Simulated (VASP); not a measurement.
**Bi2Te3 (Tellurobismuthite): relaxation of shape and atoms at fixed volume with PBE**

Crystal: Bi2Te3 (Tellurobismuthite).

```xyz
5
Lattice="2.1776 1.2572 10.4504 -2.1776 1.2572 10.4504 0.0000 -2.5145 10.4504" Properties=species:S:1:pos:R:3 pbc="T T T"
Bi    0.0000    0.0000   12.4511
Bi    0.0000    0.0000   18.9000
Te    0.0000    0.0000    0.0000
Te    0.0000    0.0000    6.7633
Te    0.0000    0.0000   24.5877
```

The cell isn't the ideal one: a relaxed cell with its volume scaled by 0.94.

```json
{
 "Program": "VASP 6.6.1",
 "Task": "relaxation of shape and atoms at fixed volume",
 "Functional": "PBE",
 "Potentials or basis": "VASP PAW PBE potentials, release 64 (Bi, Te)",
 "Cutoff": "300 eV",
 "k mesh": "4 × 4 × 4",
 "Occupations": "gaussian, width 0.03 eV",
 "Spin": "no spin polarisation",
 "Further INCAR settings": "ALGO = Fast; EDIFF = 1e-07; IBRION = 2; EDIFFG = -0.01; NSW = 40; ISIF = 4"
}
```

The energy gained by relaxing is 12.1 meV/atom, the ionic steps are 10 and the pressure after relaxing is 1.5 GPa. The band gap on the k mesh is 0.29 eV, direct.

Forces in eV/Å, atoms in the order of the input:
```
Bi   0.000  0.000  0.001
Bi   0.000  0.000 -0.001
Te   0.000  0.000  0.000
Te   0.000  0.000 -0.002
Te   0.000  0.000  0.002
```

Step by step:
| step | energy change (eV) | largest force (eV/Å) | pressure (GPa) |
| --- | --- | --- | --- |
| 1 | 0.0000 | 0.4660 | 3.19 |
| 2 | -0.0176 | 0.2791 | 2.82 |
| 3 | -0.0237 | 0.2620 | 2.43 |
| 4 | -0.0330 | 0.2290 | 2.27 |
| 5 | -0.0528 | 0.1340 | 1.84 |
| 6 | -0.0553 | 0.0776 | 1.12 |
| 7 | -0.0605 | 0.0395 | 1.43 |
| 8 | -0.0605 | 0.0353 | 1.41 |
| 9 | -0.0606 | 0.0204 | 1.49 |
| 10 | -0.0607 | 0.0023 | 1.46 |

Final structure:
```
Bi Te
1.0
     2.20464    1.27285   10.19541
    -2.20464    1.27285   10.19541
     0.00000   -2.54569   10.19541
Bi Te
2 3
Direct
  0.39941 0.39941 0.39941
  0.60059 0.60059 0.60059
  0.00000 0.00000 0.00000
  0.21070 0.21070 0.21070
  0.78930 0.78930 0.78930
```

Levels at points of the mesh, in eV from the valence-band top:
| k point | band 11 | band 12 | band 13 | band 14 | band 15 | band 16 | band 17 | band 18 |
| --- | --- | --- | --- | --- | --- | --- | --- | --- |
| (0.00, 0.00, 0.00) | -1.65 | -0.85 | -0.85 | 0.00 | 0.29 | 0.71 | 0.71 | 1.94 |
| (0.50, 0.00, 0.00) | -2.82 | -2.25 | -0.89 | -0.50 | 0.63 | 1.17 | 2.79 | 2.83 |
| (0.50, 0.50, 0.00) | -1.90 | -1.76 | -1.45 | -0.90 | 1.01 | 1.51 | 2.08 | 2.70 |
| (0.50, 0.50, 0.50) | -1.40 | -1.10 | -1.10 | -0.39 | 0.78 | 1.15 | 1.15 | 1.72 |

Wall time 8.8 min on 1 thread of Intel(R) Xeon(R) 6975P-C (Granite Rapids) (shared host), peak memory 0.56 GiB.

Caveat: spin-orbit coupling is left out, which as a rule narrows the gap of such compounds by several tenths of an eV. A k mesh can miss the band edges.
